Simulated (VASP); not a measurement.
A convergence study with VASP on W (bcc): one setting is varied, all else stays as given below, so the limit is that of these other settings. The cell's lengths are 1 % over those of the tabulated start, so it is off equilibrium.

```yaml
crystal:
  lattice:
    - [-1.59580, 1.59580, 1.59580]
    - [1.59580, -1.59580, 1.59580]
    - [1.59580, 1.59580, -1.59580]
  atoms:
    - { symbol: W, position: [0.00000, 0.00000, 0.00000] }
```

Method: LDA (Ceperley-Alder, Perdew-Zunger), VASP's LDA PAW potentials (set 64) (plane waves; VASP). The tightest run used: 1000 eV cut-off, 18×18×18 Γ-centred mesh, first-order Methfessel-Paxton smearing of 0.10 eV, potentials W_sv.

The settings run are ENCUT = 150; ENCUT = 200; ENCUT = 250; ENCUT = 300; ENCUT = 350; ENCUT = 400; ENCUT = 450; ENCUT = 500; ENCUT = 550; ENCUT = 600; ENCUT = 650; ENCUT = 700; ENCUT = 750; ENCUT = 800; ENCUT = 850; ENCUT = 1000. From which on does the energy per atom stay within 0.001 eV/atom of the tightest run?

From ENCUT = 300 on: it is off by 0.0006 there and by no more than 0.001 in any finer run, while ENCUT = 250 is off by 0.0034.
| setting | E (eV/atom) | pressure (GPa) | plane waves | difference judged (eV/atom) |
|---|---|---|---|---|
| ENCUT = 150 | -14.0903 | -115.56 | 79 | 0.0253 |
| ENCUT = 200 | -14.0683 | -21.93 | 116 | 0.0033 |
| ENCUT = 250 | -14.0684 | -15.30 | 152 | 0.0034 |
| ENCUT = 300 | -14.0656 | -15.23 | 202 | 0.0006 |
| ENCUT = 350 | -14.0647 | -14.70 | 250 | 0.0003 |
| ENCUT = 400 | -14.0651 | -14.42 | 321 | 0.0001 |
| ENCUT = 450 | -14.0650 | -14.41 | 370 | 0.0000 |
| ENCUT = 500 | -14.0649 | -14.42 | 426 | 0.0001 |
| ENCUT = 550 | -14.0649 | -14.39 | 490 | 0.0001 |
| ENCUT = 600 | -14.0650 | -14.36 | 559 | 0.0000 |
| ENCUT = 650 | -14.0650 | -14.35 | 627 | 0.0000 |
| ENCUT = 700 | -14.0650 | -14.35 | 712 | 0.0001 |
| ENCUT = 750 | -14.0651 | -14.35 | 768 | 0.0001 |
| ENCUT = 800 | -14.0651 | -14.35 | 887 | 0.0001 |
| ENCUT = 850 | -14.0651 | -14.35 | 943 | 0.0001 |
| ENCUT = 1000 | -14.0650 | -14.35 | 1186 | 0.0000 |

Left out are rungs that failed or repeat a setting and relaxations that didn't move; long series are thinned to 24 rows.

The compound is W in the bcc structure. The cell was not relaxed at this level.
